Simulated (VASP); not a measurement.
## SnSe2: input slips in a phonon run and what they do

Aim: see how common mistakes in a phonon run show up, on SnSe2. The starting structure is a measured crystal structure from the Crystallography Open Database.

Main program and level: VASP 6.6.1; Kohn-Sham DFT with plane waves and PAW; LDA.

## 1. The structure

It takes space group P-3m1 (No. 164, trigonal). The conventional cell has a = 3.811 Å, b = 3.811 Å, c = 6.141 Å, α = 90.00°, β = 90.00°, γ = 120.00°. Nearest to Sn lie 6 Se at 2.68 Å. Se has 3 Sn at 2.68 Å nearest. Farther neighbours and most contacts between anions are not listed.

Coordinates:

```xyz
3
Lattice="3.8108 0.0000 0.0000 -1.9054 3.3002 0.0000 0.0000 0.0000 6.1410" Properties=species:S:1:pos:R:3 pbc="T T T"
Sn    0.0000    0.0000    0.0000
Se    1.9054    1.1001    4.6107
Se    0.0000    2.2002    1.5303
```

## 2. Reference modes

The cell comes from a relaxation at this level, not shown (73.90 Å³).

Input file INCAR:

```
SYSTEM = SnSe2
PREC = Accurate
ENCUT = 450
EDIFF = 1E-08
NELM = 100
ISMEAR = 0
SIGMA = 0.03
LREAL = .FALSE.
ALGO = Normal
GGA = CA
NBANDS = 19
LORBIT = 11
LWAVE = .FALSE.
LCHARG = .FALSE.
KPAR = 2
IBRION = 8
LEPSILON = .TRUE.
ISIF = 2
```

Input file POSCAR:

```
SnSe2
1.0
    3.8071073613      0.0000000000      0.0000000000
   -1.9035536806      3.2970516898      0.0000000000
    0.0000000000      0.0000000000      5.8876560292
Sn Se
1 2
Direct
    0.0000000000      0.0000000000      0.0000000000
    0.6666666667      0.3333333333      0.7323637513
    0.3333333333      0.6666666667      0.2676362487
```

Input file KPOINTS:

```
Automatic mesh
0
Gamma
6 6 4
0 0 0
```

Potentials, in the order of the species: Sn_d and Se (LDA family, release 64).

Started as:

```bash
> mpirun -np 2 vasp_std
```

Output:

```text
[banner, memory and clock lines left out]
running    2 mpi-ranks, on    1 nodes
 distrk:  each k-point on    1 cores,    2 groups
 distr:  one band on    1 cores,    1 groups

 POSCAR found type information on POSCAR SnSe
 POSCAR found :  2 types and       3 ions
 LDA part: xc-table for (Slater(with rela. corr.)+CA(PZ))
 , standard interpolation
 POSCAR, INCAR and KPOINTS ok, starting setup
 FFT: planning ... GRIDC
 FFT: planning ... GRID_SOFT
 FFT: planning ... GRID
 WAVECAR not read
 entering main loop
       N       E                     dE             d eps       ncg     rms          rms(c)
DAV:   1     0.189027419965E+03    0.18903E+03   -0.11363E+04   938   0.142E+03
DAV:   2     0.710300763382E+01   -0.18192E+03   -0.17603E+03   996   0.367E+02
DAV:   3    -0.134153147853E+02   -0.20518E+02   -0.20136E+02  1183   0.112E+02
DAV:   4    -0.140556215483E+02   -0.64031E+00   -0.63935E+00  1075   0.205E+01
DAV:   5    -0.140707792282E+02   -0.15158E-01   -0.15156E-01  1198   0.334E+00    0.527E+00
DAV:   6    -0.138153908663E+02    0.25539E+00   -0.49694E-01  1332   0.750E+00    0.336E+00
DAV:   7    -0.137846185841E+02    0.30772E-01   -0.14129E-01  1047   0.234E+00    0.967E-01
DAV:   8    -0.137814491155E+02    0.31695E-02   -0.99076E-03  1168   0.970E-01    0.269E-01
DAV:   9    -0.137812116232E+02    0.23749E-03   -0.11263E-03  1029   0.241E-01    0.801E-02
DAV:  10    -0.137812097508E+02    0.18725E-05   -0.90537E-05  1064   0.632E-02    0.291E-02
DAV:  11    -0.137812116790E+02   -0.19283E-05   -0.10689E-05   979   0.197E-02    0.456E-03
DAV:  12    -0.137812114060E+02    0.27306E-06   -0.96264E-07  1182   0.660E-03    0.411E-03
DAV:  13    -0.137812114710E+02   -0.64993E-07   -0.26748E-07  1027   0.417E-03    0.147E-03
DAV:  14    -0.137812114591E+02    0.11846E-07   -0.42744E-08   984   0.126E-03    0.451E-04
DAV:  15    -0.137812114594E+02   -0.26603E-09   -0.39147E-09   504   0.447E-04
   1 F= -.13781211E+02 E0= -.13781211E+02  d E =-.192065E-12
 Linear response reoptimize wavefunctions to high precision
DAV:   1    -0.137812114595E+02   -0.65484E-10   -0.46140E-10   579   0.180E-04
 Linear response G [H, r] |phi>, progress :
  Direction:   1
       N       E                     dE             d eps       ncg     rms
RMM:   1    -0.482298394036E+02   -0.48230E+02    0.11509E+03  1134   0.309E+02
RMM:   2    -0.906684768112E+02   -0.42439E+02   -0.69681E+01  1781   0.437E+01
RMM:   3    -0.892459519590E+02    0.14225E+01   -0.14448E+00  1791   0.107E+01
RMM:   4    -0.892801219774E+02   -0.34170E-01   -0.17712E-01  1933   0.321E+00
RMM:   5    -0.892869533083E+02   -0.68313E-02   -0.24000E-02  1950   0.119E+00
RMM:   6    -0.892891190340E+02   -0.21657E-02   -0.13755E-02  1975   0.456E-01
RMM:   7    -0.892896500911E+02   -0.53106E-03   -0.91883E-03  2010   0.186E-01
RMM:   8    -0.892886781484E+02    0.97194E-03    0.15313E-02  2027   0.714E-02
RMM:   9    -0.892890005912E+02   -0.32244E-03   -0.25838E-03  2035   0.245E-02
RMM:  10    -0.892890076038E+02   -0.70126E-05   -0.18487E-03  1980   0.991E-03
RMM:  11    -0.892889448786E+02    0.62725E-04    0.73814E-04  1899   0.467E-03
RMM:  12    -0.892889716615E+02   -0.26783E-04    0.50418E-04  1607   0.220E-03
RMM:  13    -0.892889738107E+02   -0.21492E-05   -0.12279E-05  1398   0.144E-03
RMM:  14    -0.892889695384E+02    0.42724E-05    0.35823E-05  1245   0.111E-03
RMM:  15    -0.892889697913E+02   -0.25298E-06    0.14989E-05  1144   0.101E-03
RMM:  16    -0.892889697440E+02    0.47309E-07    0.16721E-05  1092   0.951E-04
RMM:  17    -0.892889697848E+02   -0.40756E-07   -0.29564E-05  1067   0.922E-04
RMM:  18    -0.892889697417E+02    0.43126E-07    0.16164E-05  1058   0.909E-04
RMM:  19    -0.892889697458E+02   -0.41210E-08   -0.25544E-05  1037   0.904E-04
 Linear response G [H, r] |phi>, progress :
  Direction:   2
       N       E                     dE             d eps       ncg     rms
RMM:   1    -0.546452487386E+02   -0.54645E+02    0.10861E+03  1144   0.306E+02
RMM:   2    -0.946383878169E+02   -0.39993E+02   -0.56867E+01  1778   0.435E+01
RMM:   3    -0.940361140878E+02    0.60227E+00    0.16002E+00  1788   0.108E+01
RMM:   4    -0.943871692262E+02   -0.35106E+00   -0.19866E-01  1948   0.297E+00
RMM:   5    -0.943873770651E+02   -0.20784E-03    0.10091E-02  1945   0.107E+00
RMM:   6    -0.943922561747E+02   -0.48791E-02   -0.11414E-02  2003   0.392E-01
RMM:   7    -0.943921931318E+02    0.63043E-04   -0.19373E-03  2007   0.161E-01
RMM:   8    -0.943921759810E+02    0.17151E-04   -0.22330E-03  2048   0.654E-02
RMM:   9    -0.943921927430E+02   -0.16762E-04   -0.94020E-04  2049   0.238E-02
RMM:  10    -0.943921732359E+02    0.19507E-04    0.77779E-04  2000   0.107E-02
RMM:  11    -0.943921917643E+02   -0.18528E-04    0.19768E-04  1828   0.529E-03
RMM:  12    -0.943921870839E+02    0.46804E-05    0.47636E-05  1548   0.288E-03
RMM:  13    -0.943921864530E+02    0.63090E-06    0.81286E-05  1355   0.183E-03
RMM:  14    -0.943921881064E+02   -0.16534E-05    0.13852E-05  1201   0.140E-03
RMM:  15    -0.943921869231E+02    0.11833E-05   -0.70608E-05  1141   0.129E-03
RMM:  16    -0.943921870395E+02   -0.11639E-06   -0.21789E-06  1076   0.123E-03
RMM:  17    -0.943921871111E+02   -0.71534E-07   -0.46533E-05  1048   0.120E-03
RMM:  18    -0.943921870166E+02    0.94493E-07    0.34341E-05  1003   0.119E-03
[...]
RMM:   2    -0.217539444635E+00   -0.55151E-02   -0.13437E-02  3186   0.900E-01    0.684E-02
RMM:   3    -0.217465501595E+00    0.73943E-04   -0.10231E-03  3434   0.226E-01    0.367E-02
RMM:   4    -0.217249036698E+00    0.21646E-03   -0.70781E-05  3545   0.661E-02    0.153E-02
RMM:   5    -0.217178657446E+00    0.70379E-04   -0.91100E-06  3521   0.226E-02    0.535E-03
RMM:   6    -0.217181963321E+00   -0.33059E-05   -0.74795E-07  3702   0.768E-03    0.189E-03
RMM:   7    -0.217187928230E+00   -0.59649E-05   -0.32710E-07  3699   0.261E-03    0.202E-04
RMM:   8    -0.217187405031E+00    0.52320E-06   -0.12708E-07  3650   0.106E-03    0.639E-05
RMM:   9    -0.217187515440E+00   -0.11041E-06   -0.40314E-07  3803   0.470E-04    0.281E-05
RMM:  10    -0.217187327527E+00    0.18791E-06    0.66313E-08  3875   0.226E-04    0.201E-05
RMM:  11    -0.217187406429E+00   -0.78902E-07    0.37918E-08  3798   0.123E-04    0.507E-06
RMM:  12    -0.217187357817E+00    0.48612E-07    0.33998E-08  3736   0.725E-05    0.127E-06
RMM:  13    -0.217187327018E+00    0.30798E-07    0.25690E-08  3690   0.470E-05    0.130E-06
RMM:  14    -0.217187296890E+00    0.30128E-07    0.94458E-09  3278   0.348E-05    0.356E-07
RMM:  15    -0.217187299700E+00   -0.28096E-08    0.52880E-09  2943   0.284E-05    0.322E-07
 first order change of Fermi-energy   0.97561E-05
 force on displaced ion       1 direction 1 :  -5.278   0.000   0.000
 Born effective charge ion    1 direction 1 :   5.248   0.000   0.000
 Linear response progress:
  Degree of freedom:   2/  4
       N       E                     dE             d eps       ncg     rms          rms(c)
RMM:   1    -0.226249679078E+00   -0.22625E+00    0.88850E-01  1195   0.137E+01
RMM:   2    -0.230676570427E+00   -0.44269E-02   -0.14720E-02  1623   0.895E-01    0.116E-01
RMM:   3    -0.229870010877E+00    0.80656E-03   -0.12970E-03  1707   0.245E-01    0.665E-02
RMM:   4    -0.229304327451E+00    0.56568E-03   -0.21192E-04  1752   0.927E-02    0.300E-02
RMM:   5    -0.229051810031E+00    0.25252E-03   -0.14097E-04  1750   0.501E-02    0.821E-03
RMM:   6    -0.229062709291E+00   -0.10899E-04   -0.43224E-05  1863   0.157E-02    0.191E-03
RMM:   7    -0.229082569716E+00   -0.19860E-04   -0.20278E-05  1812   0.589E-03    0.109E-03
RMM:   8    -0.229084261988E+00   -0.16923E-05   -0.13318E-05  1852   0.218E-03    0.279E-04
RMM:   9    -0.229085185493E+00   -0.92350E-06   -0.78410E-06  1894   0.808E-04    0.809E-05
RMM:  10    -0.229085051839E+00    0.13365E-06   -0.64390E-06  1940   0.300E-04    0.325E-05
RMM:  11    -0.229085256563E+00   -0.20472E-06   -0.14084E-06  1837   0.136E-04    0.941E-06
RMM:  12    -0.229085110861E+00    0.14570E-06   -0.88808E-07  1900   0.687E-05    0.472E-06
RMM:  13    -0.229085139113E+00   -0.28252E-07   -0.11557E-06  1935   0.457E-05    0.738E-07
RMM:  14    -0.229085128095E+00    0.11018E-07   -0.87922E-07  1841   0.351E-05    0.101E-06
RMM:  15    -0.229085117998E+00    0.10097E-07   -0.10317E-06  1444   0.316E-05    0.283E-07
RMM:  16    -0.229085153238E+00   -0.35240E-07   -0.11707E-06  1154   0.299E-05    0.908E-08
 first order change of Fermi-energy  -0.88497E-04
 force on displaced ion       1 direction 3 :  -0.000   0.000 -14.783
 Born effective charge ion    1 direction 3 :   0.000   0.000   2.515
 Linear response progress:
  Degree of freedom:   3/  4
       N       E                     dE             d eps       ncg     rms          rms(c)
RMM:   1    -0.806769849737E-01   -0.80677E-01    0.60020E-02  6554   0.144E+00
RMM:   2    -0.799852326311E-01    0.69175E-03   -0.19249E-03  4930   0.271E-01    0.826E-02
RMM:   3    -0.801701100840E-01   -0.18488E-03   -0.20543E-04  5532   0.806E-02    0.425E-02
RMM:   4    -0.804062305642E-01   -0.23612E-03   -0.59548E-05  5522   0.456E-02    0.668E-03
RMM:   5    -0.804130209637E-01   -0.67904E-05   -0.36687E-06  5703   0.103E-02    0.281E-03
RMM:   6    -0.804069824419E-01    0.60385E-05   -0.40435E-07  5742   0.269E-03    0.115E-03
RMM:   7    -0.804075729219E-01   -0.59048E-06    0.18189E-07  5975   0.845E-04    0.193E-04
RMM:   8    -0.804080936969E-01   -0.52078E-06    0.68494E-07  5687   0.298E-04    0.680E-05
RMM:   9    -0.804078428730E-01    0.25082E-06    0.37251E-07  6179   0.105E-04    0.789E-06
RMM:  10    -0.804078542820E-01   -0.11409E-07   -0.16605E-10  6086   0.447E-05    0.323E-06
RMM:  11    -0.804078252886E-01    0.28993E-07    0.32398E-08  6025   0.290E-05    0.142E-06
RMM:  12    -0.804078691785E-01   -0.43890E-07    0.31876E-08  4672   0.229E-05    0.256E-07
RMM:  13    -0.804078659973E-01    0.31811E-08    0.38691E-08  2656   0.215E-05    0.935E-08
 first order change of Fermi-energy  -0.17732E-04
 force on displaced ion       2 direction 1 :  -3.664  -0.002   0.000
 Born effective charge ion    2 direction 1 :  -2.930   0.000  -0.000
 Linear response progress:
  Degree of freedom:   4/  4
       N       E                     dE             d eps       ncg     rms          rms(c)
RMM:   1    -0.993604615201E-01   -0.99360E-01    0.65584E-02  1979   0.154E+00
RMM:   2    -0.972341513119E-01    0.21263E-02   -0.22185E-03  1620   0.259E-01    0.944E-02
RMM:   3    -0.971078919457E-01    0.12626E-03   -0.27279E-04  1732   0.817E-02    0.444E-02
RMM:   4    -0.971031440194E-01    0.47479E-05   -0.97400E-05  1766   0.397E-02    0.196E-02
RMM:   5    -0.971183570626E-01   -0.15213E-04   -0.49495E-05  1753   0.212E-02    0.558E-03
RMM:   6    -0.971140411668E-01    0.43159E-05   -0.35979E-06  1730   0.600E-03    0.101E-03
RMM:   7    -0.971146654360E-01   -0.62427E-06   -0.80561E-07  1787   0.147E-03    0.432E-04
RMM:   8    -0.971147255688E-01   -0.60133E-07   -0.49061E-08  1700   0.546E-04    0.874E-05
RMM:   9    -0.971145757632E-01    0.14981E-06    0.37778E-07  1783   0.186E-04    0.267E-05
RMM:  10    -0.971145429324E-01    0.32831E-07    0.44091E-08  1946   0.746E-05    0.798E-06
RMM:  11    -0.971145266359E-01    0.16297E-07    0.14768E-07  1897   0.331E-05    0.341E-06
RMM:  12    -0.971145367051E-01   -0.10069E-07    0.24906E-07  1814   0.240E-05    0.552E-07
RMM:  13    -0.971145293767E-01    0.73284E-08    0.26939E-07  1441   0.207E-05    0.268E-07
RMM:  14    -0.971145178408E-01    0.11536E-07    0.26561E-07   845   0.195E-05    0.548E-08
 first order change of Fermi-energy  -0.88950E+00
 force on displaced ion       2 direction 3 :   0.000  -0.000  -8.482
 Born effective charge ion    2 direction 3 :   0.000  -0.000  -1.313
 Born effective charges drift removed
 Linear response finished
```

It took 3.6 min on 2 MPI ranks of Intel Xeon 6975P-C (Granite Rapids), shared host; peak memory 0.71 GiB.

Lines that name or quote the potential files are left out of all logs, and their timing lines are given in words.

(Continued in part 2 of 3.)

[Lines on the potential files, build, host, timing and source positions are cut from VASP's logs without a mark.]

[Logs are printed without paths, hosts, clocks, repeated set-up lines and the standing remarks that a program may print on its own settings, such as how far it seeks lower states.]

[Hosts, paths, dates, database ids (printed as entryN), source tags and the programs' standing remarks are cut or masked in the printed files.]
